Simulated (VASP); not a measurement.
Given:

```yaml
crystal:
  lattice:
    - [4.04573, 0.00000, 0.00000]
    - [0.00000, 4.04573, 0.00000]
    - [0.00000, 0.00000, 4.04573]
  atoms:
    - { symbol: Tl, position: [0.00000, 0.00000, 0.00000] }
    - { symbol: Br, position: [0.50000, 0.50000, 0.50000] }
```

These are PBE GGA, VASP's PBE PAW potentials (set 64) (plane waves; VASP) values and carry that method's errors. Numerical set-up: 500 eV cut-off, 7×7×7 Γ-centred mesh, Gaussian smearing of 0.050 eV, potentials Tl_d Br.

**Question.** Predict the energy per atom (σ→0).

**Answer.** 
The energy per atom (σ→0) is -2.773 eV/atom.

Total energies compare only between runs with the same potentials, cut-off and functional.

The compound is TlBr in the CsCl type structure. It was relaxed first.
